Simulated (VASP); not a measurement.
Given:

```
CELL_PARAMETERS angstrom
      0.00000     2.31249     2.31249
      2.31249     0.00000     2.31249
      9.22443     9.22443     0.02551
ATOMIC_POSITIONS crystal
  Zr 0.00016 0.00016 0.99988
  Zr 0.00000 0.00000 0.25000
  Zr 0.99984 0.99984 0.50012
  Zr 0.00000 0.00000 0.75000
  N  0.49367 0.49367 0.12975
  N  0.50633 0.50633 0.37025
  C  0.50531 0.50531 0.62102
  C  0.49469 0.49469 0.87898
```

Level of theory: PBEsol GGA, VASP's PBE PAW potentials (set 64) (plane waves; VASP). Settings: 520 eV cut-off, Gaussian smearing of 0.050 eV, potentials Zr_sv N C.

Question: Estimate the band gap (along the path) with the smallest direct gap where there is one.

Answer: 
| Quantity | Result |
|---|---|
| band gap (along the path) | none (metal, semimetal or under 0.01 eV) |

Only differences to runs with the same potentials and settings are physical.

The structure was generated: Zr4C2N2 was put into an ordered model structure (R-3m), which need not be its known phase. It was relaxed first.
